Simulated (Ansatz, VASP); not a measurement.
# One calculation of ZrBrF, two programs

```
Zr Br F
1.0
     3.71199    0.00000    0.00000
     0.00000    3.71199    0.00000
     0.00000    0.00000    5.29253
Zr Br F
1 1 1
Direct
  0.00000 0.00000 0.00000
  0.50000 0.50000 0.00000
  0.50000 0.50000 0.50000
```

Change from the starting cell: species swapped into the TmCoC type (Pmmm, No. 47).

Alike in both runs: functional PBE; k mesh 6 × 6 × 4; occupations gaussian, width 0.1 eV; no spin polarisation.

Ansatz relaxed the structure, and its values are those at the end. VASP's run is a single point on that final structure, the one shown.

|  | VASP | Ansatz |
| --- | --- | --- |
| version | VASP 6.6.1 | Ansatz 0.2.0 |
| potentials or method | VASP PAW PBE potentials, release 64 (Zr_sv, Br, F) | scalar-relativistic, plane waves, PAW |
| plane-wave cutoff (eV) | 520 | 420 |
| valence electrons in the cell | 26 | 26 |

```csv
,VASP,Ansatz,Ansatz less VASP
gap on the k mesh at the Fermi level (eV),none,none,-
pressure (GPa),0.0,0.0,+0.03
```

A gap of «none» marks a metal or a gap that the smearing closes.
